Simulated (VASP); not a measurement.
A convergence study with VASP on AlP (zinc blende): one setting is varied, all else stays as given below, so the limit is that of these other settings. Each run relaxes cell and ions from the cell shown. The basis is that of the starting cell, so low cut-offs carry a Pulay error.

```
AlP
1.0
    0.00000     2.73000     2.73000
    2.73000     0.00000     2.73000
    2.73000     2.73000     0.00000
Al P
1 1
Direct
  0.00000   0.00000   0.00000
  0.25000   0.25000   0.25000
```

These are PBE GGA, VASP's PBE PAW potentials (set 64) (plane waves; VASP) values and carry that method's errors. The tightest run used: 700 eV cut-off, 7×7×7 Γ-centred mesh, Gaussian smearing of 0.050 eV, potentials Al P.

Gaps are read on the run's mesh, which can miss a band edge.

### Question
The settings run are ENCUT = 200; ENCUT = 250; ENCUT = 300; ENCUT = 350; ENCUT = 400; ENCUT = 450; ENCUT = 500; ENCUT = 550; ENCUT = 600; ENCUT = 650; ENCUT = 700. From which on does the relaxed volume stay within 0.05 Å³/atom of the tightest run?

### Answer
From ENCUT = 300 on: it is off by 0.031 there and by no more than 0.05 in any finer run, while ENCUT = 250 is off by 0.084.
```tsv
setting	relaxed volume (Å³/atom)	E (eV/atom)	gap on the mesh (eV)	plane waves	difference judged (Å³/atom)
ENCUT = 200	20.670	-5.1647	1.736	273	0.196
ENCUT = 250	20.782	-5.1782	1.746	378	0.084
ENCUT = 300	20.835	-5.1845	1.749	531	0.031
ENCUT = 350	20.855	-5.1863	1.749	620	0.011
ENCUT = 400	20.863	-5.1872	1.749	757	0.003
ENCUT = 450	20.863	-5.1874	1.750	899	0.004
ENCUT = 500	20.862	-5.1874	1.750	1045	0.004
ENCUT = 550	20.863	-5.1875	1.750	1243	0.003
ENCUT = 600	20.865	-5.1876	1.750	1374	0.002
ENCUT = 650	20.866	-5.1877	1.750	1545	0.000
ENCUT = 700	20.866	-5.1877	1.750	1729	0.000
```

Left out are rungs that failed or repeat a setting and relaxations that didn't move; long series are thinned to 24 rows.

The compound is AlP in the zinc blende structure.
